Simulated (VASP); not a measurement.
Level of theory: PBEsol GGA, VASP's PBE PAW potentials (set 64) (plane waves; VASP).

VASP ran on this input.

File POSCAR:
```
MgO
1
    0.0000000000     2.0833480666     2.0833480666
    2.0833480666     0.0000000000     2.0833480666
    2.0833480666     2.0833480666     0.0000000000
Mg O
1 1
Direct
  0.0000000000   0.0000000000   0.0000000000
  0.5000000000   0.5000000000   0.5000000000
```

### INCAR
```
ALGO = Normal
EDIFF = 1E-6
EDIFFG = -0.02
ENCUT = 620
GGA = PS
IBRION = 2
ISIF = 3
ISMEAR = 0
LASPH = .TRUE.
LCHARG = .FALSE.
LREAL = .FALSE.
LWAVE = .FALSE.
NELM = 100
NSW = 40
PREC = Accurate
PSTRESS = 50
SIGMA = 0.05
SYSTEM = MgO
```

File KPOINTS:
```
Automatic mesh
0
Gamma
11 11 11
0 0 0
```

POTCAR, in this order: Mg O (PBE.64 set). Program: vasp_std.

The resulting files:

OSZICAR:
```
       N       E                     dE             d eps       ncg     rms          rms(c)
DAV:   1     0.173477674661E+02    0.17348E+02   -0.53727E+03  1040   0.104E+03
DAV:   2    -0.134576292446E+02   -0.30805E+02   -0.28405E+02  1064   0.154E+02
DAV:   3    -0.138988992018E+02   -0.44127E+00   -0.44127E+00  1208   0.214E+01
DAV:   4    -0.138994231974E+02   -0.52400E-03   -0.52400E-03  1192   0.694E-01
DAV:   5    -0.138994236656E+02   -0.46824E-06   -0.46824E-06  1232   0.153E-02    0.670E+00
DAV:   6    -0.125441365786E+02    0.13553E+01   -0.85507E+00   896   0.207E+01    0.219E+00
DAV:   7    -0.125197271825E+02    0.24409E-01   -0.33726E-02   936   0.245E+00    0.127E+00
DAV:   8    -0.125065703009E+02    0.13157E-01   -0.18957E-02   912   0.215E+00    0.138E-01
DAV:   9    -0.125064913934E+02    0.78907E-04   -0.33393E-04  1336   0.167E-01    0.670E-02
DAV:  10    -0.125065310117E+02   -0.39618E-04   -0.44272E-05   936   0.788E-02    0.356E-03
DAV:  11    -0.125065308859E+02    0.12585E-06   -0.12976E-06   928   0.861E-03
   1 F= -.11942147E+02 E0= -.11942147E+02  d E =-.119421E+02
```

### OUTCAR
```
------------------------ aborting loop because EDIFF is reached ----------------------------------------
  FORCE on cell =-STRESS in cart. coord.  units (eV):
  Direction    XX          YY          ZZ          XY          YZ          ZX
  --------------------------------------------------------------------------------------
  Total        0.5655936      0.5655936      0.5655936      0.0000000     -0.0000000      0.0000000
  in kB       50.1071333     50.1071333     50.1071333      0.0000000     -0.0000000      0.0000000
  external PRESSURE =       0.1071333 kB  Pullay stress =      50.0000000 kB
  volume of cell :       18.08
      direct lattice vectors                 reciprocal lattice vectors
     0.000000000  2.083348067  2.083348067    -0.239998303  0.239998303  0.239998303
     2.083348067  0.000000000  2.083348067     0.239998303 -0.239998303  0.239998303
     2.083348067  2.083348067  0.000000000     0.239998303  0.239998303 -0.239998303
  FREE ENERGIE OF THE ION-ELECTRON SYSTEM (eV)
  ---------------------------------------------------
  free  energy   TOTEN  =       -12.5065308859 eV

  energy  without entropy=      -12.5065308859  energy(sigma->0) =      -12.50653089
  enthalpy is  TOTEN    =       -11.9421465920 eV   P V=        0.5643842939

 reached required accuracy - stopping structural energy minimisation
```
(Selected blocks of OUTCAR.)

The compound is MgO in the rock salt structure. It was relaxed first under an external pressure of 5 GPa.
